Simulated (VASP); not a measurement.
Runs of VASP 6.6.1 on SnSe2. Symmetry: P-3m1, No. 164, trigonal system. The conventional cell has a = 3.842 Å, b = 3.842 Å, c = 6.486 Å, α = 90.00°, β = 90.00°, γ = 120.00°. Sn (site symmetry -3m) is surrounded by 6 Se at 2.72 Å. Se (site symmetry 3m) is surrounded by 3 Sn at 2.72 Å. The cell is a database's computed one.

```csv
task,level,potentials or basis,cell,k mesh,cutoff (eV),mesh quality,gap on the mesh (eV),pressure (GPa),relaxed volume (Å³/atom)
relaxation of cell and atoms,PBEsol,"VASP PAW PBE potentials, release 64 (Sn_d, Se)",relaxed,3 × 3 × 2,600,coarse,none,0.0,23.37
relaxation of cell and atoms,PBE,"VASP PAW PBE potentials, release 64 (Sn_d, Se)",relaxed,9 × 9 × 4,600,not flagged,0.75,0.0,30.28
relaxation of cell and atoms,PBE+D3(BJ),"VASP PAW PBE potentials, release 64 (Sn_d, Se)",relaxed,9 × 9 × 4,600,not flagged,0.50,0.0,25.56
single point,PBEsol,"VASP PAW PBE potentials, release 64 (Sn_d, Se)",as given,9 × 9 × 4,520,not flagged,0.73,-0.7,-
relaxation of cell and atoms,RPBE,"VASP PAW PBE potentials, release 64 (Sn_d, Se)",relaxed,9 × 9 × 4,600,not flagged,(d),0.0,36.67
relaxation of cell and atoms,PBEsol,"VASP PAW PBE potentials, release 64 (Sn, Se)",relaxed,9 × 9 × 4,580,not flagged,0.60,0.0,(a)
relaxation of cell and atoms,PBEsol,"VASP PAW PBE potentials, release 64 (Sn_d, Se)",relaxed,9 × 9 × 4,600,not flagged,0.60,0.0,25.91
relaxation of cell and atoms,PBEsol,"VASP PAW PBE potentials, release 64 (Sn_d, Se)",relaxed,9 × 9 × 4,300,not flagged,0.55,0.0,(c)
relaxation of cell and atoms,LDA,"VASP PAW LDA potentials, release 64 (Sn_d, Se)",relaxed,9 × 9 × 4,600,not flagged,0.36,0.0,(b)
```

Alike in all rows: no spin polarisation; smearing gaussian 0.02 eV.

**Question.** Estimate the missing entries.

**Answer.** (a) 25.86; (b) 24.59; (c) 25.62; (d) 0.89.

Caveats: some runs use coarse meshes; spin-orbit coupling is left out, which moves the levels of the heavy elements (some runs); an odd mesh through Γ misses points on the zone boundary, where band edges often lie (some runs); the PAW data sets were made with another functional, which shifts forces and pressure a little (some runs); this functional lacks dispersion, which binds the layers, so the pressure and a relaxed spacing across them are unreliable (some runs); the volume moved by over 15 % at a fixed basis, so the end points are rough (some runs); this functional lacks dispersion, which binds the layers, so the pressure and a relaxed spacing across them are unreliable, and here the layers came unbound (some runs).

A k mesh can miss the band edges, and the runs leave out spin-orbit coupling on Se, Sn.

A gap of «none» marks a metal or a gap under the smearing width.

The runs don't all hold the same shells in valence.
